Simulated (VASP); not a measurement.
Sb (a7): the lattice constant c from VASP (plane waves, PAW) at several levels of theory. Static lattice. The measured value holds thermal and zero-point effects that the static calculation lacks.

| level | lattice constant c (Å) | error against measurement |
|---|---|---|
| LDA | 10.976 | -2.3 % |
| PBE | 11.448 | +1.9 % |

Measured: 11.232 Å at 78 K (as given by Schiferl, Barrett, J. Appl. Cryst. 2, 30 (1969), COD 9009654).

The cell of the LDA run:

Space group R-3m, hexagonal axes (No. 166); a = 4.3000 Å, b = 4.3000 Å, c = 10.9756 Å, α = 90.00°, β = 90.00°, γ = 120.00°

```
atom  site  symmetry       x       y       z
----  ----  --------  ------  ------  ------
Sb      6c        3m  0.0000  0.0000  0.2361
```
(The calculation used a cell of 2 atoms; values per cell refer to that cell.)

Only levels that ran to the end are used. Left out are those held back, those with too coarse a band path, GW runs whose mesh misses a band edge, hybrids' fits of cells that aren't cubic and levels without matching references; a question may draw on a part of the rest.

The compound is Sb in the a7 structure.
